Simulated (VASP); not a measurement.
# CoSi2 with r2SCAN: from relaxation to properties, part 4 of 6

Wanted: the relaxed cell of CoSi2 and its properties. The start is a cell from a database of measured crystal structures.

VASP 6.6.1, plane waves and PAW; the level of theory is named at each step.

Still holding for the runs below: This run allows spin, but its moments start at zero, where symmetry between the spins tends to hold them, although Co can carry a moment. Its electron count is odd, so without a moment it is a metal by construction. The k-mesh is coarse for a metal.

So far. Step 6 (Relaxing cell and atoms (r2SCAN)): It ends with forces that vanish by symmetry and a pressure of -0.07 GPa. Step 7 (Second relaxation): It ends with forces that vanish by symmetry and a pressure of 0.12 GPa. The volume moved by only 0.08 %, so the volume is settled. The relaxed cell has a = 5.311 Å (conventional setting).

**8. Single point with fields (r2SCAN)**

Level of this step: r2SCAN, zero-moment start; plane waves and PAW (Co, Si) (VASP).

The relaxed cell gets a fresh self-consistent run, on a basis set for its own volume, to fix the density and to check the remaining stress.

The input, INCAR:

```
SYSTEM = CoSi2
PREC = Accurate
ENCUT = 400
EDIFF = 1E-06
NELM = 100
ISMEAR = 0
SIGMA = 0.05
LREAL = .FALSE.
ALGO = Normal
METAGGA = R2SCAN
LASPH = .TRUE.
NBANDS = 16
ISPIN = 2
MAGMOM = 0 0 0
LMAXMIX = 4
LORBIT = 11
LWAVE = .FALSE.
LCHARG = .TRUE.
ISIF = 2
LELF = .TRUE.
LVHAR = .TRUE.
```

The input, POSCAR:

```
CoSi2
1.0
    0.0000000000      2.6556679228      2.6556679228
    2.6556679228      0.0000000000      2.6556679228
    2.6556679228      2.6556679228      0.0000000000
Co Si
1 2
Direct
    0.0000000000      0.0000000000      0.0000000000
    0.2500000000      0.2500000000      0.2500000000
    0.7500000000      0.7500000000      0.7500000000
```

The input, KPOINTS:

```
Automatic mesh
0
Gamma
7 7 7
0 0 0
```

Potentials, in the order of the species: Co and Si (PBE family, release 64).

On the command line:

```sh
mpirun -np 8 vasp_std
```

Output:

```text
[banner, memory and clock lines left out]
running    8 mpi-ranks, on    1 nodes
 distrk:  each k-point on    8 cores,    1 groups
 distr:  one band on    1 cores,    8 groups

 POSCAR found type information on POSCAR CoSi
 POSCAR found :  2 types and       3 ions
 [... a notice as in an earlier step ...]

 [... a notice as in an earlier step ...]

 LDA part: xc-table for (None), standard interpolation
 POSCAR, INCAR and KPOINTS ok, starting setup
 FFT: planning ... GRIDC
 FFT: planning ... GRID_SOFT
 FFT: planning ... GRID
 WAVECAR not read
 entering main loop
       N       E                     dE             d eps       ncg     rms          rms(c)
DAV:   1     0.371290751483E+02    0.37129E+02   -0.58802E+03  1304   0.846E+02
DAV:   2    -0.331120032855E+02   -0.70241E+02   -0.62338E+02  1448   0.184E+02
DAV:   3    -0.357397257760E+02   -0.26277E+01   -0.25833E+01  1720   0.402E+01
DAV:   4    -0.357819096883E+02   -0.42184E-01   -0.42173E-01  1560   0.492E+00
DAV:   5    -0.357831273899E+02   -0.12177E-02   -0.12177E-02  1688   0.823E-01    0.161E+01
DAV:   6    -0.368681044468E+02   -0.10850E+01   -0.27063E+01  1360   0.109E+02    0.174E+01
DAV:   7    -0.319346652678E+02    0.49334E+01   -0.98637E+00  1584   0.771E+01    0.421E+00
DAV:   8    -0.320676271833E+02   -0.13296E+00   -0.93310E-01  1808   0.992E+00    0.314E+00
DAV:   9    -0.320185363399E+02    0.49091E-01   -0.16414E-01  1520   0.810E+00    0.563E-01
DAV:  10    -0.320191480782E+02   -0.61174E-03   -0.67464E-03  1552   0.654E-01    0.385E-01
DAV:  11    -0.320186739080E+02    0.47417E-03   -0.11678E-03  1608   0.650E-01    0.489E-02
DAV:  12    -0.320186856841E+02   -0.11776E-04   -0.11425E-04  1992   0.111E-01    0.160E-02
DAV:  13    -0.320186856005E+02    0.83670E-07   -0.27416E-06  1408   0.146E-02
   1 F= -.32018686E+02 E0= -.32017299E+02  d E =-.277227E-02  mag=    -0.0000
```

The job ended after 18 s (8 MPI ranks of Intel Xeon Platinum 8488C (Sapphire Rapids), shared host; peak memory 0.87 GiB; 1.9 min of CPU time).

From OUTCAR (step 8):

```text
   ENCUT  =  400.0 eV  29.40 Ry    5.42 a.u.   6.12  6.12  6.12*2*pi/ulx,y,z

   NELECT =      17.0000    total number of electrons

 E-fermi :  10.4234

 spin component 1
 k-point     1 :       0.0000    0.0000    0.0000
  band No.  band energies     occupation
    ...
      2       5.9608      1.00000
      3       5.9608      1.00000
      4       5.9608      1.00000
      5       8.2231      1.00000
      6       8.2231      1.00000
      7      11.8645      0.00000
      8      13.9418      0.00000
      9      13.9418      0.00000
     10      13.9418      0.00000
     11      14.0631      0.00000
    ...

 k-point     2 :       0.1429    0.0000    0.0000
  band No.  band energies     occupation
    ...
      2       5.2385      1.00000
      3       6.0758      1.00000
      4       6.0758      1.00000
      5       8.1397      1.00000
      6       8.1397      1.00000
      7      10.9693      0.00000
      8      12.6390      0.00000
      9      12.6390      0.00000
     10      12.6534      0.00000
     11      15.1137      0.00000
    ...

  Total       -0.0460619     -0.0460619     -0.0460619     -0.0000000      0.0000000      0.0000000
  in kB       -1.9701568     -1.9701568     -1.9701568     -0.0000000      0.0000000      0.0000000
  external PRESSURE =      -1.9701568 kB  Pullay stress =       0.0000000 kB

 POSITION                                       TOTAL-FORCE (eV/Angst)
 -----------------------------------------------------------------------------------
      0.00000      0.00000      0.00000        -0.000000     -0.000000     -0.000000
      1.32783      1.32783      1.32783        -0.000000      0.000000      0.000000
      3.98350      3.98350      3.98350         0.000000     -0.000000     -0.000000
 -----------------------------------------------------------------------------------
    total drift:                               -0.000000      0.000000      0.000000

  FREE ENERGIE OF THE ION-ELECTRON SYSTEM (eV)
  ---------------------------------------------------
  free  energy   TOTEN  =       -32.0186856005 eV

  energy  without entropy=      -32.0159133318  energy(sigma->0) =      -32.01729947

 magnetization (x)
# of ion       s       p       d       tot
------------------------------------------
    1       -0.000   0.000   0.000   0.000
    2       -0.000  -0.000   0.000  -0.000
    3       -0.000  -0.000   0.000  -0.000
--------------------------------------------------
tot         -0.000   0.000   0.000   0.000

[... 4 parts as in an earlier step ...]

[... 14 further parts left out ...]
```

With spin, VASP writes an ELF for each channel.

Numbers from this step:

- SCF cycles: 13
- pressure: -0.1970 GPa

Valence electrons inside each PAW sphere by angular momentum. Sphere charges, by row:

```
atom  s (e)  p (e)  d (e)  tot (e)
 Co1  0.577  0.792  7.614    8.983
 Si2  0.707  0.905      0    1.612
 Si3  0.707  0.905      0    1.612
```

ELF of down spins in the ac plane of a cell with a along [110], b along [-110] and c along [001] of the cube at fractional y = 0.000, with atoms of Co and Si within 0.2 Å of it. It is the smooth field of the valence electrons, not physical close to the nuclei.

Ten even steps from '0' (0.01) to '9' (0.72), each cell a mean:
```
003799963000258998510
126997996212489889742
358952598433698338963
357621267534674114764
234544454322354444532
012578752100146886410
002589851000136996310
002589852000137996310
113567653111246765421
246532356423564224653
358831388534786116874
347974797433599559953
014899984101369999631
003689862000147997410
```
Columns run along a (7.5 Å), rows up along c (5.3 Å), edges of the conventional cell, whose origin can differ from the input's. Atoms in or near the plane, at fractional coordinates: Co at (0.00, 0.00), Co at (0.50, 0.00), Si at (0.25, 0.25), Si at (0.75, 0.25), Si at (0.25, 0.75), Si at (0.75, 0.75).

ELF of up spins in the ac plane of a cell with a along [110], b along [-110] and c along [001] of the cube at fractional y = 0.000, with atoms of Co and Si within 0.2 Å of it. It is the smooth field of the valence electrons, not physical close to the nuclei.

Ten even steps from '_' (0.01) to '@' (0.72), each cell a mean:
```
____--##@@@@@@**--______::++%%@@@@%%++..__
..::**@@@@##@@@@**::..::==%%@@%%%%@@##==::
--++%%@@++::++@@%%==----**@@%%----%%@@**--
--++##**::..::**##++--==**##==....==##**==
::--==++======++==--::::--++========++--::
__..::++##%%##++::..____..==**%%%%**==..__
____::++%%@@%%++..______..--**@@@@**--..__
____::++%%@@%%++::______..--##@@@@**--..__
....--++**##**++--......::==**##**++==::..
::==**++--::--++**==::--++**==::::==**++--
--++%%%%--..--%%%%++--==##%%**....**%%##==
--==##@@##==##@@##==----++@@@@++++@@@@++--
__..==%%@@@@@@%%==..__..--**@@@@@@@@**--..
____--**%%@@%%**::______..==##@@@@##==..__
```
Columns run along a (7.5 Å), rows up along c (5.3 Å), edges of the conventional cell, whose origin can differ from the input's. Atoms in or near the plane, at fractional coordinates: Co at (0.00, 0.00), Co at (0.50, 0.00), Si at (0.25, 0.25), Si at (0.75, 0.25), Si at (0.25, 0.75), Si at (0.75, 0.75).

Electrostatic potential energy in the ac plane of a cell with a along [110], b along [-110] and c along [001] of the cube at fractional y = 0.000, with atoms of Co and Si within 0.2 Å of it. With pseudopotentials it is smooth inside the atoms' cores, unlike the true potential.

Ten even steps from '0' (-101 eV) to '9' (3 eV), each cell a mean:
```
148999998412799999962
689876789867898668987
999731379999985115899
999610169999984004899
999843489999986336999
999987899999998888999
999999999999999999999
999999999999999999999
999876789999998668999
999731379999985115899
999610169999984004899
899843489988986336898
468987898645898888985
038999998301699999961
```
Columns run along a (7.5 Å; values clipped at the 3rd and 97th percentile), rows up along c (5.3 Å), edges of the conventional cell, whose origin can differ from the input's. Atoms in or near the plane, at fractional coordinates: Co at (0.00, 0.00), Co at (0.50, 0.00), Si at (0.25, 0.25), Si at (0.75, 0.25), Si at (0.25, 0.75), Si at (0.75, 0.75).

In this run the pressure is -0.20 GPa, small enough to go on.

**9. Band structure (r2SCAN)**

Levels along the symmetry lines show where the bands peak and cross; KPOINTS_OPT computes them in the converged potential.

Edit INCAR of step 8 so:

```diff
@@ -11,3 +11,3 @@
 LASPH = .TRUE.
-NBANDS = 16
+NBANDS = 23
 ISPIN = 2
@@ -17,5 +17,3 @@
 LWAVE = .FALSE.
-LCHARG = .TRUE.
-ISIF = 2
-LELF = .TRUE.
-LVHAR = .TRUE.
+LCHARG = .FALSE.
+KPAR = 8
```

POSCAR is that of step 8.

KPOINTS is that of step 8.

The input, KPOINTS_OPT:

```
Line mode
16
Line-mode
Reciprocal
  0.00000000   0.00000000   0.00000000 GAMMA
  0.50000000   0.00000000   0.50000000 X

  0.50000000   0.00000000   0.50000000 X
  0.50000000   0.25000000   0.75000000 W

  0.50000000   0.25000000   0.75000000 W
  0.37500000   0.37500000   0.75000000 K

  0.37500000   0.37500000   0.75000000 K
  0.00000000   0.00000000   0.00000000 GAMMA

  0.00000000   0.00000000   0.00000000 GAMMA
  0.50000000   0.50000000   0.50000000 L

  0.50000000   0.50000000   0.50000000 L
  0.62500000   0.25000000   0.62500000 U

  0.62500000   0.25000000   0.62500000 U
  0.50000000   0.25000000   0.75000000 W

  0.50000000   0.25000000   0.75000000 W
  0.50000000   0.50000000   0.50000000 L

  0.50000000   0.50000000   0.50000000 L
  0.37500000   0.37500000   0.75000000 K

  0.62500000   0.25000000   0.62500000 U
  0.50000000   0.00000000   0.50000000 X
```

On the command line:

```sh
mpirun -np 8 vasp_std
```

Output:

```text
[... set-up lines as in an earlier step ...]
 entering main loop
       N       E                     dE             d eps       ncg     rms          rms(c)
DAV:   1     0.478641461046E+02    0.47864E+02   -0.52888E+03  1840   0.593E+02
DAV:   2    -0.313342259118E+02   -0.79198E+02   -0.68096E+02  2106   0.157E+02
DAV:   3    -0.357160895339E+02   -0.43819E+01   -0.42841E+01  2267   0.390E+01
DAV:   4    -0.357806810778E+02   -0.64592E-01   -0.64525E-01  2234   0.447E+00
DAV:   5    -0.357830974492E+02   -0.24164E-02   -0.24162E-02  2384   0.830E-01    0.161E+01
DAV:   6    -0.369163132095E+02   -0.11332E+01   -0.17568E+01  2183   0.758E+01    0.173E+01
DAV:   7    -0.319599403223E+02    0.49564E+01   -0.64553E+00  2162   0.526E+01    0.410E+00
DAV:   8    -0.320593339239E+02   -0.99394E-01   -0.45172E-01  2278   0.619E+00    0.301E+00
DAV:   9    -0.320186709174E+02    0.40663E-01   -0.11626E-01  2134   0.532E+00    0.573E-01
DAV:  10    -0.320189858277E+02   -0.31491E-03   -0.34435E-03  2211   0.332E-01    0.360E-01
DAV:  11    -0.320186803090E+02    0.30552E-03   -0.57636E-04  2350   0.374E-01    0.444E-02
DAV:  12    -0.320186847139E+02   -0.44049E-05   -0.59836E-05  2768   0.693E-02    0.145E-02
DAV:  13    -0.320186853831E+02   -0.66919E-06   -0.27421E-06  2052   0.874E-03
   1 F= -.32018685E+02 E0= -.32017299E+02  d E =-.277235E-02  mag=     0.0000
 Start KPOINTS_OPT (optional k-point list driver)
k-point batch [1-20\160]
       N       E                     dE             ncg
DAV:   1     0.362796805066E+04   -0.30580E+04     1856
DAV:   2     0.213907877253E+04   -0.14889E+04     2155
DAV:   3     0.206142095460E+04   -0.77658E+02     2285
DAV:   4     0.206024350316E+04   -0.11775E+01     2255
DAV:   5     0.206021102638E+04   -0.32477E-01     2465
DAV:   6     0.206020958981E+04   -0.14366E-02     2530
DAV:   7     0.206020958031E+04   -0.94930E-05     2268
DAV:   8     0.206020958005E+04   -0.26073E-06     1520
[...]
k-point batch [141-160\160]
       N       E                     dE             ncg
DAV:   1     0.347458245325E+04   -0.79555E+04     1840
DAV:   2     0.195718260101E+04   -0.15174E+04     2099
DAV:   3     0.187789350919E+04   -0.79289E+02     2162
DAV:   4     0.187669370218E+04   -0.11998E+01     2383
DAV:   5     0.187665302009E+04   -0.40682E-01     2333
DAV:   6     0.187665114369E+04   -0.18764E-02     2674
DAV:   7     0.187665113349E+04   -0.10193E-04     2305
DAV:   8     0.187665113337E+04   -0.11977E-06     1839
```

Wall time 62 s (8 MPI ranks); peak memory 1.4 GiB; 6.5 min of CPU time.

From OUTCAR (step 9):

```text
   k-points           NKPTS =     20   k-points in BZ     NKDIM =     20   number of bands    NBANDS=     23

   NELECT =      17.0000    total number of electrons

 E-fermi :  10.4233

 spin component 1
 k-point     1 :       0.0000    0.0000    0.0000
  band No.  band energies     occupation
    ...
      2       5.9608      1.00000
      3       5.9608      1.00000
      4       5.9608      1.00000
      5       8.2230      1.00000
      6       8.2230      1.00000
      7      11.8644      0.00000
      8      13.9418      0.00000
      9      13.9418      0.00000
     10      13.9418      0.00000
     11      14.0630      0.00000
    ...

 k-point     2 :       0.1429    0.0000    0.0000
  band No.  band energies     occupation
    ...
      2       5.2384      1.00000
      3       6.0757      1.00000
      4       6.0757      1.00000
      5       8.1397      1.00000
      6       8.1397      1.00000
      7      10.9692      0.00000
      8      12.6389      0.00000
      9      12.6389      0.00000
     10      12.6533      0.00000
     11      15.1136      0.00000
    ...

  Total       -0.0453566     -0.0453566     -0.0453566     -0.0000000     -0.0000000     -0.0000000
  in kB       -1.9399914     -1.9399914     -1.9399914     -0.0000000     -0.0000000     -0.0000000
  external PRESSURE =      -1.9399914 kB  Pullay stress =       0.0000000 kB

 POSITION                                       TOTAL-FORCE (eV/Angst)
 -----------------------------------------------------------------------------------
      0.00000      0.00000      0.00000        -0.000000     -0.000000      0.000000
      1.32783      1.32783      1.32783        -0.000000      0.000000     -0.000000
      3.98350      3.98350      3.98350         0.000000     -0.000000     -0.000000
 -----------------------------------------------------------------------------------
    total drift:                               -0.000000      0.000000      0.000000

  FREE ENERGIE OF THE ION-ELECTRON SYSTEM (eV)
  ---------------------------------------------------
  free  energy   TOTEN  =       -32.0186853831 eV

  energy  without entropy=      -32.0159130309  energy(sigma->0) =      -32.01729921

 magnetization (x)
# of ion       s       p       d       tot
------------------------------------------
    1        0.000  -0.000   0.000   0.000
    2       -0.000  -0.000   0.000  -0.000
    3       -0.000  -0.000   0.000  -0.000
--------------------------------------------------
tot          0.000  -0.000   0.000   0.000

[... 8 parts as in an earlier step ...]

[... 8 further parts left out ...]
```

Numbers from this step:

| Property | Result |
| --- | --- |
| bands | 23 |
| pressure | -0.1940 GPa |

Both spin channels agree. The electronic bands at the labelled points (eV, zero at the Fermi level; # counts the bands kept):

```
          point     #6     #7     #8     #9   #10   #11   #12    #13
              Γ  -2.20   1.44   3.52   3.52  3.52  3.64  3.64   3.64
0.53 of the way  -1.86  -0.64  -0.60  -0.60  1.74  3.39  7.24   7.79
              X  -2.18  -2.13  -2.13  -1.57  1.81  3.09  8.93  10.49
0.47 of the way  -2.19  -2.13  -1.76  -1.28  2.24  3.87  6.79  10.46
              W  -2.52  -2.13  -1.70  -0.87  3.95  3.95  6.19   7.05
0.47 of the way  -2.43  -2.02  -1.62  -0.96  2.83  5.13  5.56   8.37
              K  -2.44  -1.93  -1.43  -1.18  2.19  5.29  6.19   8.42
0.53 of the way  -2.07  -1.35  -0.39   1.50  3.55  3.86  3.95   6.06
              Γ  -2.20   1.44   3.52   3.52  3.52  3.64  3.64   3.64
0.53 of the way  -2.34  -1.16   1.02   1.02  2.91  4.07  4.07   5.07
              L  -1.85  -1.85  -0.64  -0.64  3.17  3.60  3.60   4.92
0.53 of the way  -2.26  -1.92  -1.09  -0.83  2.40  4.69  6.01   7.42
              U  -2.44  -1.93  -1.43  -1.18  2.19  5.29  6.19   8.42
0.53 of the way  -2.43  -2.02  -1.62  -0.96  2.83  5.13  5.56   8.37
              W  -2.52  -2.13  -1.70  -0.87  3.95  3.95  6.19   7.05
0.47 of the way  -2.29  -1.97  -1.22  -0.79  2.93  3.93  7.23   7.75
              L  -1.85  -1.85  -0.64  -0.64  3.17  3.60  3.60   4.92
0.47 of the way  -2.19  -1.93  -1.03  -0.79  2.45  4.47  5.68   7.01
              K  -2.44  -1.93  -1.43  -1.18  2.19  5.29  6.19   8.42
      jump to U  -2.44  -1.93  -1.43  -1.18  2.19  5.29  6.19   8.42
0.47 of the way  -2.22  -2.08  -1.73  -1.46  2.00  3.67  7.53   9.73
              X  -2.18  -2.13  -2.13  -1.57  1.81  3.09  8.93  10.49
```

Of the projections kept (Co, Si), the largest for each band there; the rest of the weight can lie on other orbitals:

```
point       #6       #7       #8       #9      #10      #11      #12      #13
    Γ  Co 1.00  Si 1.00  Co 0.91  Co 0.91  Co 0.91  Co 0.67  Co 0.67  Co 0.67
    X  Co 0.98  Co 0.96  Co 0.96  Co 1.00  Co 0.80  Co 0.98        -  Si 0.82
    W  Co 0.85  Co 0.96  Co 1.00  Co 0.94  Co 0.51  Co 0.51  Co 0.90  Co 0.80
    K  Co 0.94  Co 0.95  Co 0.96  Co 0.93  Co 0.76  Co 0.78  Si 0.64  Si 0.83
    Γ  Co 1.00  Si 1.00  Co 0.91  Co 0.91  Co 0.91  Co 0.67  Co 0.67  Co 0.67
    L  Co 1.00  Co 1.00  Si 0.59  Si 0.59  Si 1.00  Co 0.70  Co 0.70  Co 0.56
```

There is no gap at this level.

Of the bands kept, 3 cross the Fermi level on this path.

(Part 4 of 6 ends here.)

[Lines on the potential files, build, host, timing and source positions are cut from VASP's logs without a mark.]

[Logs are printed without paths, hosts, clocks, repeated set-up lines and the standing remarks that a program may print on its own settings, such as how far it seeks lower states.]

[Hosts, paths, dates, database ids (printed as entryN), source tags and the programs' standing remarks are cut or masked in the printed files.]

[A measured line is paired with the nearest computed mode of its activity, which favours agreement.]
